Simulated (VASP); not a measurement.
```
CELL_PARAMETERS angstrom
     -1.65000     1.65000     1.65000
      1.65000    -1.65000     1.65000
      1.65000     1.65000    -1.65000
ATOMIC_POSITIONS crystal
  Ta 0.00000 0.00000 0.00000
```

All values below come from PBEsol GGA, VASP's PBE PAW potentials (set 64) (plane waves; VASP). Numerical set-up: 480 eV cut-off, 14×14×14 Γ-centred mesh, first-order Methfessel-Paxton smearing of 0.10 eV, potentials Ta_pv.

Question: The ions, cell shape and volume are relaxed. Which structure does the run end with?

Answer: 
```
CELL_PARAMETERS angstrom
     -1.64198     1.64198     1.64198
      1.64198    -1.64198     1.64198
      1.64198     1.64198    -1.64198
ATOMIC_POSITIONS crystal
  Ta 0.00000 0.00000 0.00000
```
Space group Im-3m (229), at a tolerance of 0.03 Å.

Question: How do energy and volume change from the first to the last step?

Answer: The energy (σ→0) changes by -2.6 meV/atom and the volume by -1.5 %, in 3 ionic steps.

| step | E(σ→0) (eV) | max force (eV/Å) | pressure (GPa) | volume (Å³) |
|---|---|---|---|---|
| 1 | -12.5548 | 0.000 | -3.13 | 17.97 |
| 2 | -12.5412 | 0.000 | 8.36 | 17.07 |
| 3 | -12.5575 | 0.000 | -0.04 | 17.71 |

The compound is Ta in the bcc structure. This run relaxes it. Symmetry was kept, so distortions that lower it aren't found.
